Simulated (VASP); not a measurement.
An input for Ansatz (written as the equivalent of a VASP run, and not itself run):

Ansatz 0.2 input:
```yaml
crystal:
  lattice:
    - [-1.8888267, 1.8888267, 4.7684149]
    - [1.8888267, -1.8888267, 4.7684149]
    - [1.8888267, 1.8888267, -4.7684149]
  atoms:
    - { symbol: Ti, position: [0.7500000, 0.2500000, 0.5000000] }
    - { symbol: Ti, position: [1.0000000, 1.0000000, 1.0000000] }
    - { symbol: O, position: [0.5418181, 0.0418181, 0.5000000] }
    - { symbol: O, position: [0.7918181, 0.7918181, 0.0000000] }
    - { symbol: O, position: [0.2081819, 0.2081819, 1.0000000] }
    - { symbol: O, position: [0.9581819, 0.4581819, 0.5000000] }
kpoints:
  mp_grid: { grid: [8, 8, 8] }
hamiltonian:
  xc: pbesol
  pseudopotentials: { kind: paw }
scf:
  occupations: { method: gaussian, width: 0.05 }
  max_iter: 100
relax:
  max_steps: 60
  f_tol: 0.02
  cell: {}
output: { forces: true, stress: true, eigenvalues: true }
```

Q: Translate this input to VASP (INCAR, KPOINTS, POSCAR, choice of POTCAR).

A: Several could match; the one computed here: 
**POSCAR**
```
TiO2
1
   -1.8888267328     1.8888267328     4.7684148961
    1.8888267328    -1.8888267328     4.7684148961
    1.8888267328     1.8888267328    -4.7684148961
Ti O
2 4
Direct
  0.7500000000   0.2500000000   0.5000000000
  1.0000000000   1.0000000000   1.0000000000
  0.5418180820   0.0418180820   0.5000000000
  0.7918180820   0.7918180820   0.0000000000
  0.2081819180   0.2081819180   1.0000000000
  0.9581819180   0.4581819180   0.5000000000
```

INCAR:
```
! general
SYSTEM =TiO2
PREC   =Accurate
ENCUT  =520   ! plane-wave cut-off (eV)
LREAL  =.False.
LASPH  =.True.   ! aspherical one-centre terms

! electronic loop
EDIFF  =1E-6   ! SCF stop (eV)
NELM   =100   ! most electronic steps
ALGO   =Normal   ! blocked Davidson
LMAXMIX=4   ! l cut-off of mixed one-centre charges

! smearing
ISMEAR =0   ! Gaussian
SIGMA  =0.05

! functional
GGA    =PS

! ions
IBRION =2   ! conjugate gradients
NSW    =60   ! most ionic steps
ISIF   =3   ! ions, shape and volume
EDIFFG =-0.02   ! ionic stop

! output
LWAVE  =.False.
LCHARG =.False.
```

**KPOINTS**
```
Automatic mesh
0
Gamma
8 8 8
0 0 0
```

POTCAR, in this order: Ti_sv O (PBE.64 set). Program: vasp_std.

What does not carry over: each code has its own PAW files, so the cut-off isn't converted (ENCUT is set for VASP's; basis.ecutwfc is left out, and Ansatz then takes the one that its files recommend); Ansatz stops its SCF on the density residual and VASP on the energy change (EDIFF).

The compound is TiO2 in the anatase structure, one of several forms; rutile is the usual stable one. This run relaxes it. Symmetry was kept, so distortions that lower it aren't found. The start is the result of an earlier pass.
